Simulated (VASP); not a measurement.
Calculation: PBEsol GGA, VASP's PBE PAW potentials (set 64) (plane waves; VASP).

VASP ran on this input.

**INCAR**
```
LMAXMIX=6
SIGMA=0.05   ! width (eV)
EDIFFG=-0.02
IBRION=2
LREAL=.FALSE.
EDIFF=1E-6   ! SCF stop (eV)
LWAVE=.FALSE.
NELM=100   ! most electronic steps
LASPH=.TRUE.   ! aspherical one-centre terms
ENCUT=620   ! plane-wave cut-off (eV)
ISIF=3   ! ions, shape and volume
SYSTEM=BaHfO3
GGA=PS
PREC=Accurate
ALGO=Normal   ! blocked Davidson
PSTRESS=200   ! kbar
LCHARG=.FALSE.
NSW=40   ! most ionic steps
ISMEAR=0   ! Gaussian
```

KPOINTS:
```
Automatic
0
gamma
6 6 6
0 0 0
```

File POSCAR:
```
BaHfO3
1
    4.0832294467     0.0000000000     0.0000000000
    0.0000000000     4.0832294467     0.0000000000
    0.0000000000     0.0000000000     4.0832294467
Ba Hf O
1 1 3
Direct
  0.0000000000   0.0000000000   0.0000000000
  0.5000000000   0.5000000000   0.5000000000
  0.5000000000   0.0000000000   0.5000000000
  0.0000000000   0.5000000000   0.5000000000
  0.5000000000   0.5000000000   0.0000000000
```

POTCAR, in this order: Ba_sv Hf_pv O (PBE.64 set). Program: vasp_std.

The run wrote:

**OUTCAR**
```
 ion  position               nearest neighbor table
   1  0.000  0.000  0.000-   3 2.89   4 2.89   5 2.89   3 2.89   4 2.89   4 2.89   5 2.89   4 2.89
                             3 2.89   5 2.89   3 2.89   5 2.89   2 3.54   2 3.54   2 3.54   2 3.54
   2  0.500  0.500  0.500-   3 2.04   4 2.04   5 2.04   5 2.04   3 2.04   4 2.04   1 3.54   1 3.54
                             1 3.54   1 3.54   1 3.54   1 3.54   1 3.54   1 3.54
   3  0.500  0.000  0.500-   2 2.04   2 2.04   1 2.89   1 2.89   1 2.89   1 2.89
   4  0.000  0.500  0.500-   2 2.04   2 2.04   1 2.89   1 2.89   1 2.89   1 2.89
   5  0.500  0.500  0.000-   2 2.04   2 2.04   1 2.89   1 2.89   1 2.89   1 2.89
  LATTYP: Found a simple cubic cell.
 ALAT       =     4.0832294467
 Subroutine PRICEL returns:
 Original cell was already a primitive cell.
 Subroutine GETGRP returns: Found 48 space group operations
The static configuration has the point symmetry O_h .
The dynamic configuration has the point symmetry O_h .
 Subroutine INISYM returns: Found 48 space group operations
 Subroutine IBZKPT returns following result:
 Found     20 irreducible k-points:

 Following reciprocal coordinates:
            Coordinates               Weight
  0.000000  0.000000  0.000000      1.000000
  0.166667  0.000000  0.000000      6.000000
  0.333333  0.000000  0.000000      6.000000
  0.500000  0.000000  0.000000      3.000000
...
```

File OSZICAR:
```
       N       E                     dE             d eps       ncg     rms          rms(c)
DAV:   1     0.260251305154E+03    0.26025E+03   -0.23786E+04   920   0.186E+03
DAV:   2    -0.370949777004E+02   -0.29735E+03   -0.29164E+03  1171   0.388E+02
DAV:   3    -0.513399918863E+02   -0.14245E+02   -0.14218E+02  1197   0.817E+01
DAV:   4    -0.515992198495E+02   -0.25923E+00   -0.25917E+00  1293   0.105E+01
DAV:   5    -0.516047489008E+02   -0.55291E-02   -0.55288E-02  1247   0.987E-01    0.705E+01
DAV:   6    -0.455732515654E+02    0.60315E+01   -0.35799E+01  1053   0.366E+01    0.591E+01
DAV:   7    -0.454488995743E+02    0.12435E+00   -0.21591E+00  1212   0.102E+01    0.321E+01
DAV:   8    -0.454225995738E+02    0.26300E-01   -0.14473E-01  1192   0.339E+00    0.393E+00
DAV:   9    -0.454148343654E+02    0.77652E-02   -0.53282E-02  1123   0.153E+00    0.189E+00
DAV:  10    -0.454141592227E+02    0.67514E-03   -0.73933E-03  1153   0.583E-01    0.387E-01
DAV:  11    -0.454141177814E+02    0.41441E-04   -0.55650E-04  1167   0.168E-01    0.446E-02
DAV:  12    -0.454141280951E+02   -0.10314E-04   -0.66866E-05  1362   0.554E-02    0.120E-01
DAV:  13    -0.454141288275E+02   -0.73248E-06   -0.45966E-06  1055   0.156E-02
   1 F= -.36915854E+02 E0= -.36915854E+02  d E =-.369159E+02
       N       E                     dE             d eps       ncg     rms          rms(c)
DAV:   1    -0.472384048307E+02   -0.18243E+01   -0.87213E+01   948   0.759E+01    0.354E+01
DAV:   2    -0.445718913903E+02    0.26665E+01   -0.10856E+01   983   0.223E+01    0.988E+00
DAV:   3    -0.441563766272E+02    0.41551E+00   -0.78141E-01  1221   0.700E+00    0.606E+00
DAV:   4    -0.440986711456E+02    0.57705E-01   -0.32195E-01  1221   0.392E+00    0.440E+00
DAV:   5    -0.441022509393E+02   -0.35798E-02   -0.26658E-02  1144   0.101E+00    0.941E-01
DAV:   6    -0.441025727894E+02   -0.32185E-03   -0.25579E-03  1208   0.359E-01    0.692E-01
DAV:   7    -0.441024737417E+02    0.99048E-04   -0.22957E-04  1152   0.106E-01    0.979E-02
DAV:   8    -0.441024607214E+02    0.13020E-04   -0.95586E-05  1130   0.817E-02    0.182E-02
DAV:   9    -0.441024588711E+02    0.18503E-05   -0.13256E-05  1137   0.290E-02    0.186E-02
DAV:  10    -0.441024581129E+02    0.75821E-06   -0.25440E-06  1083   0.137E-02
   2 F= -.36613654E+02 E0= -.36613654E+02  d E =0.302200E+00
       N       E                     dE             d eps       ncg     rms          rms(c)
DAV:   1    -0.465327554219E+02   -0.24303E+01   -0.37320E+01   948   0.484E+01    0.248E+01
DAV:   2    -0.453858836541E+02    0.11469E+01   -0.54460E+00  1004   0.154E+01    0.672E+00
DAV:   3    -0.451924284192E+02    0.19346E+00   -0.34384E-01  1064   0.454E+00    0.436E+00
DAV:   4    -0.451612601423E+02    0.31168E-01   -0.17786E-01  1178   0.283E+00    0.296E+00
DAV:   5    -0.451615148225E+02   -0.25468E-03   -0.64612E-03  1238   0.442E-01    0.406E+00
DAV:   6    -0.451629547642E+02   -0.14399E-02   -0.50658E-03  1167   0.500E-01    0.703E-01
DAV:   7    -0.451627300549E+02    0.22471E-03   -0.74371E-04  1067   0.172E-01    0.437E-01
DAV:   8    -0.451627182243E+02    0.11831E-04   -0.17438E-05  1295   0.255E-02    0.417E-01
DAV:   9    -0.451625913261E+02    0.12690E-03   -0.28364E-04  1151   0.119E-01    0.228E-01
DAV:  10    -0.451625469270E+02    0.44399E-04   -0.19319E-04  1104   0.772E-02    0.935E-02
DAV:  11    -0.451625479274E+02   -0.10004E-05   -0.39508E-06  1120   0.126E-02    0.769E-02
DAV:  12    -0.451625457474E+02    0.21800E-05   -0.11553E-05  1116   0.200E-02    0.432E-02
DAV:  13    -0.451625453648E+02    0.38265E-06   -0.41965E-07   579   0.552E-03
   3 F= -.37008039E+02 E0= -.37008039E+02  d E =-.921850E-01
       N       E                     dE             d eps       ncg     rms          rms(c)
DAV:   1    -0.451543541640E+02    0.81916E-02   -0.57774E-03   948   0.604E-01    0.273E-01
DAV:   2    -0.451541755413E+02    0.17862E-03   -0.82184E-04  1004   0.189E-01    0.692E-02
DAV:   3    -0.451541468590E+02    0.28682E-04   -0.51153E-05  1248   0.551E-02    0.452E-02
DAV:   4    -0.451541423106E+02    0.45485E-05   -0.25479E-05  1214   0.341E-02    0.341E-02
DAV:   5    -0.451541420084E+02    0.30219E-06   -0.94995E-07   721   0.591E-03
   4 F= -.37008110E+02 E0= -.37008110E+02  d E =-.922554E-01
```

**OUTCAR**
```
------------------------ aborting loop because EDIFF is reached ----------------------------------------
  FORCE on cell =-STRESS in cart. coord.  units (eV):
  Direction    XX          YY          ZZ          XY          YZ          ZX
  --------------------------------------------------------------------------------------
  Total        8.1242641      8.1242641      8.1242641     -0.0000000      0.0000000      0.0000000
  in kB      199.4655454    199.4655454    199.4655454     -0.0000000      0.0000000      0.0000000
  external PRESSURE =      -0.5344546 kB  Pullay stress =     200.0000000 kB
  volume of cell :       65.26
      direct lattice vectors                 reciprocal lattice vectors
     4.026016727  0.000000000 -0.000000000     0.248384462  0.000000000  0.000000000
    -0.000000000  4.026016727  0.000000000    -0.000000000  0.248384462  0.000000000
    -0.000000000 -0.000000000  4.026016727     0.000000000 -0.000000000  0.248384462
 POSITION                                       TOTAL-FORCE (eV/Angst)
 -----------------------------------------------------------------------------------
      0.00000      0.00000      0.00000         0.000000      0.000000      0.000000
      2.01301      2.01301      2.01301         0.000000     -0.000000      0.000000
      2.01301      0.00000      2.01301         0.000000     -0.000000      0.000000
     -0.00000      2.01301      2.01301        -0.000000     -0.000000      0.000000
      2.01301      2.01301     -0.00000         0.000000      0.000000      0.000000
 -----------------------------------------------------------------------------------
    total drift:                                0.000000      0.000000      0.000000
  FREE ENERGIE OF THE ION-ELECTRON SYSTEM (eV)
  ---------------------------------------------------
  free  energy   TOTEN  =       -45.1541420084 eV

  energy  without entropy=      -45.1541420084  energy(sigma->0) =      -45.15414201
  enthalpy is  TOTEN    =       -37.0081095126 eV   P V=        8.1460324958

 reached required accuracy - stopping structural energy minimisation
```
(Selected blocks of OUTCAR.)

### CONTCAR
```
BaHfO3
   1.00000000000000
     4.0260167274950964    0.0000000000000000   -0.0000000000000000
    -0.0000000000000000    4.0260167274950964    0.0000000000000000
    -0.0000000000000000   -0.0000000000000000    4.0260167274950964
  Ba              Hf              O
     1     1     3
Direct
     0.0000000000000000    0.0000000000000000    0.0000000000000000
     0.5000000000000000    0.5000000000000000    0.5000000000000000
     0.5000000000000000    0.0000000000000000    0.5000000000000000
     0.0000000000000000    0.5000000000000000    0.5000000000000000
     0.5000000000000000    0.5000000000000000    0.0000000000000000
```

Energy and stress use the plane-wave basis of the starting cell.

The compound is BaHfO3 in the cubic perovskite structure. This run relaxes it under an external pressure of 20 GPa. Symmetry was kept, so distortions that lower it aren't found.
